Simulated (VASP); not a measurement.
An input for Ansatz (written as the equivalent of a VASP run, and not itself run):

Ansatz 0.2 input:
```yaml
crystal:
  lattice:
    - [0.0000000, 4.4225030, 4.4225030]
    - [4.4225030, 0.0000000, 4.4225030]
    - [4.4225030, 4.4225030, 0.0000000]
  atoms:
    - { symbol: Cs, position: [0.0000000, 0.0000000, 0.0000000] }
    - { symbol: I, position: [0.2500000, 0.2500000, 0.2500000] }
kpoints:
  mp_grid: { grid: [5, 5, 5] }
hamiltonian:
  xc: pbesol
  pseudopotentials: { kind: paw }
scf:
  occupations: { method: gaussian, width: 0.05 }
  max_iter: 100
relax:
  max_steps: 60
  f_tol: 0.01
  cell: {}
output: { forces: true, stress: true, eigenvalues: true }
```

Problem. Translate this input to VASP (INCAR, KPOINTS, POSCAR, choice of POTCAR).

Solution. Several could match; the one computed here: 
### POSCAR
```
CsI
1.0
  0.0000000000   4.4225030000   4.4225030000
  4.4225030000   0.0000000000   4.4225030000
  4.4225030000   4.4225030000   0.0000000000
Cs I
1 1
Direct
  0.0000000000   0.0000000000   0.0000000000
  0.2500000000   0.2500000000   0.2500000000
```

**INCAR**
```
! general
SYSTEM =CsI
PREC   =Accurate
ENCUT  =400   ! plane-wave cut-off (eV)
LREAL  =.FALSE.   ! projection in real space or not
LASPH  =.TRUE.   ! aspherical one-centre terms

! electronic loop
EDIFF  =1E-6   ! SCF stop (eV)
NELM   =100   ! most electronic steps
ALGO   =Normal   ! blocked Davidson
LMAXMIX=4   ! l cut-off of mixed one-centre charges

! smearing
ISMEAR =0
SIGMA  =0.05

! functional
GGA    =PS   ! PBEsol

! ions
IBRION =2   ! conjugate gradients
NSW    =60   ! most ionic steps
ISIF   =3
EDIFFG =-0.01   ! ionic stop

! output
LWAVE  =.FALSE.
LCHARG =.FALSE.
```

File KPOINTS:
```
Automatic mesh
0
Gamma
5 5 5
0 0 0
```

POTCAR, in this order: Cs_sv I (PBE.64 set). Program: vasp_std.

The two are equivalent in intent, not identical: each code has its own PAW files, so the cut-off isn't converted (ENCUT is set for VASP's; basis.ecutwfc is left out, and Ansatz then takes the one that its files recommend); Ansatz stops its SCF on the density residual and VASP on the energy change (EDIFF).

The structure was generated: CsI was put into the zinc blende type (F-43m), which need not be its known phase. This run relaxes it. Symmetry was kept, so distortions that lower it aren't found.
